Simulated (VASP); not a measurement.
Calculation: PBE GGA, VASP's PBE PAW potentials (set 64) (plane waves; VASP 6.6.1).

VASP input:

### POSCAR
```
Si
1
    0.0000000000     2.7063350000     2.7063350000
    2.7063350000     0.0000000000     2.7063350000
    2.7063350000     2.7063350000     0.0000000000
Si
2
Direct
  0.2500000000   0.2500000000   0.2500000000
  0.0000000000   0.0000000000   0.0000000000
```

KPOINTS:
```
kpoints
0
gamma
  18 18 18
```

INCAR:
```
PREC = Accurate
LCHARG = .False.
ISIF = 2
NEDOS = 601   ! DOS grid
GGA = PE
LREAL = .False.   ! projection in real space or not
SIGMA = 0.05
EDIFF = 1E-6   ! SCF stop (eV)
ENCUT = 300   ! plane-wave cut-off (eV)
ISMEAR = 0
LORBIT = 11
ALGO = Normal   ! blocked Davidson
LASPH = .True.   ! aspherical one-centre terms
NELM = 100
LWAVE = .False.
SYSTEM = Si
```

POTCAR, in this order: Si (PBE.64 set). Program: vasp_std.

Q: Estimate the energy per atom (σ→0), pressure.

A: 
The energy per atom (σ→0) is -5.416 eV/atom and the pressure is 2.82 GPa.

### OSZICAR
```
...
DAV:   5    -0.110179133131E+02   -0.37435E-06   -0.37444E-06  3992   0.118E-02    0.506E+00
DAV:   6    -0.108893032055E+02    0.12861E+00   -0.85636E-02  3768   0.152E+00    0.310E+00
DAV:   7    -0.108311456501E+02    0.58158E-01   -0.16060E-01  4016   0.221E+00    0.203E-01
DAV:   8    -0.108321589474E+02   -0.10133E-02   -0.39098E-03  3552   0.464E-01    0.738E-02
DAV:   9    -0.108323463678E+02   -0.18742E-03   -0.18269E-04  4648   0.105E-01    0.581E-02
DAV:  10    -0.108323712003E+02   -0.24833E-04   -0.28822E-05  3680   0.401E-02    0.103E-02
DAV:  11    -0.108323708144E+02    0.38596E-06   -0.59464E-07  4256   0.522E-03
   1 F= -.10832371E+02 E0= -.10832371E+02  d E =-.871320E-11
```

The structure comes from a computed database's Si entry; how it stands against other phases isn't given here. The cell was not relaxed at this level. The run is one of a series of settings (NEDOS = 601, KPOINTS 18×18×18 Γ-centred mesh against the base run), some of them coarse on purpose.
